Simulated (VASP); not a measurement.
Data:

```
BiB
1.0
    3.21049     0.00000     0.00000
    0.00000     3.21049     0.00000
    0.00000     0.00000     3.21049
B Bi
1 1
Direct
  0.00000   0.00000   0.00000
  0.50000   0.50000   0.50000
```

All values below come from PBEsol GGA, VASP's PBE PAW potentials (set 64) (plane waves; VASP). Run with 620 eV cut-off, 11×11×11 Γ-centred mesh, first-order Methfessel-Paxton smearing of 0.10 eV, potentials B Bi_d.

Energy and stress use the plane-wave basis of the starting cell.

Q: The ions, cell shape and volume at an external pressure of 20.0 GPa are relaxed. Which structure does the run end with?

A: 
```
BiB
1.0
    3.13859     0.00000     0.00000
    0.00000     3.13859     0.00000
    0.00000     0.00000     3.13859
B Bi
1 1
Direct
  0.00000   0.00000   0.00000
  0.50000   0.50000   0.50000
```
Space group Pm-3m (221), at a tolerance of 0.03 Å.

Q: How do energy and volume change from the first to the last step?

A: The energy (σ→0) changes by +100.0 meV/atom and the volume by -6.6 %, in 3 ionic steps.

```csv
step,E(σ→0) (eV),max force (eV/Å),pressure (GPa),volume (Å³)
1,-8.1736,0.000,10.03,33.09
2,-7.5448,0.000,35.81,28.40
3,-7.9736,0.000,19.85,30.92
```

The structure was generated: BBi was put into the CsCl type type (Pm-3m), which need not be its known phase. This run relaxes it under an external pressure of 20 GPa. Symmetry was kept, so distortions that lower it aren't found. VASP warned that the highest band is occupied, so more bands are needed.
